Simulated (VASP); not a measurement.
# RuB (relaxed from the CsCl type structure, space group Pm-3m): computed properties

Computed with LDA (Ceperley-Alder, Perdew-Zunger), VASP's LDA PAW potentials (set 64) (plane waves; VASP).

```
Property                                                              Result
----------------------------------  ----------------------------------------
space group                                                      Pm-3m (221)
cell                                a = b = c = 2.6581 Å, α = β = γ = 90.00°
volume per atom                                                 9.39 Å³/atom
band gap (over mesh and band path)  none (metal, semimetal or under 0.01 eV)
density                                                           9.89 g/cm³
```

RuB is taken in the cubic space group Pm-3m (No. 221), the CsCl type structure, Pearson symbol cP2. Conventional cell: a = 2.6581 Å, b = 2.6581 Å, c = 2.6581 Å, α = 90.00°, β = 90.00°, γ = 90.00°. Ru on 1a sees 8 B at 2.302 Å and 6 Ru at 2.658 Å. B on 1b sees 8 Ru at 2.302 Å (cubic). (Neighbours: up to the widest gap in distance over summed covalent radii, below 1.35, at either atom; cation-cation and far metal-metal contacts left out.)

The structure was generated: RuB was put into the CsCl type type (Pm-3m), which need not be its known phase. It was relaxed first, which changed the volume by -30 %. Symmetry was kept, so distortions that lower it aren't found. The electron count is odd and the run is not spin-polarised, which forces a metal.
